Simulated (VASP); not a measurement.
```
CELL_PARAMETERS angstrom
      3.93955     0.00000     0.00000
     -1.96978     3.41175     0.00000
      0.00000     0.00000     8.81224
ATOMIC_POSITIONS crystal
  Si 0.33333 0.66667 0.25000
  Si 0.66667 0.33333 0.75000
  Ge 0.66667 0.33333 0.25000
  Ge 0.33333 0.66667 0.75000
```

These are PBEsol GGA, VASP's PBE PAW potentials (set 64) (plane waves; VASP) values and carry that method's errors. Settings: 400 eV cut-off, Gaussian smearing of 0.050 eV, potentials Si Ge_d.

Q: Estimate the band gap (along the path) with the smallest direct gap where there is one.

A: 
| Item | Result |
|---|---|
| band gap (along the path) | 0.02 eV |
| smallest direct gap (along the path) | 0.02 eV |

The absolute energy has meaning only against runs of the same code, potentials and settings.

The structure was generated: SiGe was put into the layered h-BN type type (P6_3/mmc), which need not be its known phase. It was relaxed first, which changed the volume by -9 %.
